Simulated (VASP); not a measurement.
All values below come from SCAN meta-GGA, VASP's PBE PAW potentials (set 64) (plane waves; VASP 6.6.1).

A VASP calculation is set up with these files.

INCAR:
```
SYSTEM = GaAs
PREC = Accurate
ENCUT = 520
EDIFF = 1E-7
NELM = 100
ALGO = Normal
LREAL = .FALSE.
LASPH = .TRUE.
ISMEAR = 0
SIGMA = 0.05
METAGGA = SCAN
LMIXTAU = .TRUE.
LMAXMIX = 4
LWAVE = .FALSE.
LCHARG = .FALSE.
ISIF = 2
```

### KPOINTS
```
Automatic mesh
0
Gamma
8 8 8
0 0 0
```

### POSCAR
```
GaAs
1
    0.0000000000     2.8037547376     2.8037547376
    2.8037547376     0.0000000000     2.8037547376
    2.8037547376     2.8037547376     0.0000000000
Ga As
1 1
Direct
  0.0000000000   0.0000000000   0.0000000000
  0.2500000000   0.2500000000   0.2500000000
```

POTCAR, in this order: Ga_d As (PBE.64 set). Program: vasp_std.

Problem. What will the output report for the number of irreducible k-points (NKPTS), largest plane-wave count, number of space-group operations, FFT grid (NGX, NGY, NGZ)?

Solution. 
```json
{
 "number of irreducible k-points (NKPTS)": "29",
 "largest_plane_wave_count": "1243",
 "number_of_space_group_operations": "24",
 "FFT grid (NGX, NGY, NGZ)": "30 × 30 × 30"
}
```

The compound is GaAs in the zinc blende structure. This cell is one point of a volume scan, at 0.97 of the reference volume.
